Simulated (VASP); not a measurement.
La2TaO5:

```
La Ta O
1.0
    -2.02500    2.07500    7.05000
     2.02500   -2.07500    7.05000
     2.02500    2.07500   -7.05000
La Ta O
2 1 5
Cartesian
  0.0000 0.0000 4.6530
  0.0000 0.0000 9.4470
  0.0000 0.0000 0.0000
  2.0250 0.0000 3.5250
  0.0000 2.0750 3.5250
  0.0000 0.0000 1.9740
  0.0000 0.0000 12.1260
  0.0000 2.0750 0.0000
```

The cell was built by a generator and needn't be a form met in nature.

```yaml
Program: VASP 6.6.1
Task: relaxation of cell and atoms
Functional: PBE
Potentials_or_basis: VASP PAW PBE potentials, release 64 (La, Ta_pv, O)
Cutoff: 520 eV
k_mesh: 5 × 5 × 5
Occupations: gaussian, width 0.15 eV
Spin: no spin polarisation
```

At the start: pressure -0.3 GPa; volume 14.81 Å³/atom.

Problem. Where does the relaxation end?

Solution. Over 18 steps the energy falls by 230.5 meV/atom and the volume is 15.84 Å³/atom (+7.0 %); space group Immm (No. 71, to 0.05 Å).

Step by step:
```tsv
step	energy change (eV)	largest force (eV/Å)	pressure (GPa)	volume (Å³)
1	0.0000	3.5784	-0.35	118.49
2	-0.1778	3.4416	12.19	117.93
3	-0.4299	0.2578	6.07	118.16
4	-0.9498	0.3157	-0.24	126.75
5	-1.1089	0.6794	-4.05	134.31
6	-1.5307	0.9752	-3.47	134.03
7	-1.5429	1.1411	-3.24	133.93
8	-1.6830	1.3108	3.25	128.70
9	-1.6839	1.2947	2.74	129.04
10	-1.8079	0.5428	1.17	128.46
11	-1.8269	0.3799	0.58	128.18
12	-1.8288	0.3988	0.37	128.08
13	-1.8289	0.4221	0.31	128.06
14	-1.8347	0.1223	-0.77	128.42
15	-1.8348	0.1397	-0.78	128.39
16	-1.8401	0.1801	-0.47	127.80
17	-1.8427	0.1966	0.09	126.80
18	-1.8442	0.0199	-0.04	126.75
```

Final structure:
```
La Ta O
1.0
    -1.88026    1.98100    8.50732
     1.88026   -1.98100    8.50732
     1.88026    1.98100   -8.50732
La Ta O
2 1 5
Direct
  0.32657 0.32657 0.00000
  0.67343 0.67343 0.00000
  0.00000 0.00000 0.00000
  0.24827 0.74827 0.50000
  0.75173 0.25173 0.50000
  0.11240 0.11240 0.00000
  0.88760 0.88760 0.00000
  0.50000 0.00000 0.50000
```

Caveat: the k mesh is coarse (spacing up to 0.43 Å⁻¹), so the values aren't converged; an odd number of electrons without spin polarisation forces a metal; a magnetic or distorted state may lie lower.
